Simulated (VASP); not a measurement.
Input for VASP

File POSCAR:
```
Ni3Fe
1
    3.3256458601     0.0000000000     0.0000000000
   -0.0000000000     3.3256458601     0.0000000000
   -0.0000000000    -0.0000000000     3.3256458601
Fe Ni
1 3
Direct
  0.0000000000   0.0000000000   0.0000000000
  0.0000000000   0.5000000000   0.5000000000
  0.5000000000   0.0000000000   0.5000000000
  0.5000000000   0.5000000000   0.0000000000
```

INCAR:
```
# general
SYSTEM  = Ni3Fe
PREC    = Accurate
ENCUT   = 500   # plane-wave cut-off (eV)
LREAL   = .False.   # projection in real space or not
LASPH   = .True.

# electronic loop
EDIFF   = 1E-6   # SCF stop (eV)
NELM    = 100   # most electronic steps
ALGO    = Normal
LMAXMIX = 4   # l cut-off of mixed one-centre charges

# smearing
ISMEAR  = 1
SIGMA   = 0.1   # width (eV)

# functional
GGA     = PS

# spin
ISPIN   = 2
MAGMOM  = 2.8 0.6 0.6 0.6

# ions
IBRION  = 2   # conjugate gradients
NSW     = 40   # most ionic steps
ISIF    = 3
EDIFFG  = -0.02   # ionic stop
PSTRESS = 450   # kbar

# output
LWAVE   = .False.
LCHARG  = .False.
LORBIT  = 10
```

KPOINTS:
```
Automatic mesh
0
gamma
 9 9 9
```

POTCAR, in this order: Fe Ni (PBE.64 set). Program: vasp_std.

Q: Write an equivalent input for Ansatz.

A: One equivalent input (not run):
Ansatz 0.2 input:
```yaml
crystal:
  lattice:
    - [3.3256459, 0.0000000, 0.0000000]
    - [0.0000000, 3.3256459, 0.0000000]
    - [0.0000000, 0.0000000, 3.3256459]
  atoms:
    - { symbol: Fe, position: [0.0000000, 0.0000000, 0.0000000], spin: 2.8 }
    - { symbol: Ni, position: [0.0000000, 0.5000000, 0.5000000], spin: 0.6 }
    - { symbol: Ni, position: [0.5000000, 0.0000000, 0.5000000], spin: 0.6 }
    - { symbol: Ni, position: [0.5000000, 0.5000000, 0.0000000], spin: 0.6 }
kpoints:
  mp_grid: { grid: [9, 9, 9] }
hamiltonian:
  xc: pbesol
  pseudopotentials: { kind: paw }
magnetization: { spin_polarized: true }
scf:
  occupations: { method: methfessel_paxton, width: 0.1 }
  max_iter: 100
relax:
  max_steps: 40
  f_tol: 0.02
  cell: { p_target: 45 }
output: { forces: true, stress: true, eigenvalues: true }
```
Limits of the translation: each code has its own PAW files, so the cut-off isn't converted (ENCUT is set for VASP's; basis.ecutwfc is left out, and Ansatz then takes the one that its files recommend); Ansatz stops its SCF on the density residual and VASP on the energy change (EDIFF).

The compound is Ni3Fe in the L1_2 structure. It was relaxed first under an external pressure of 45 GPa.
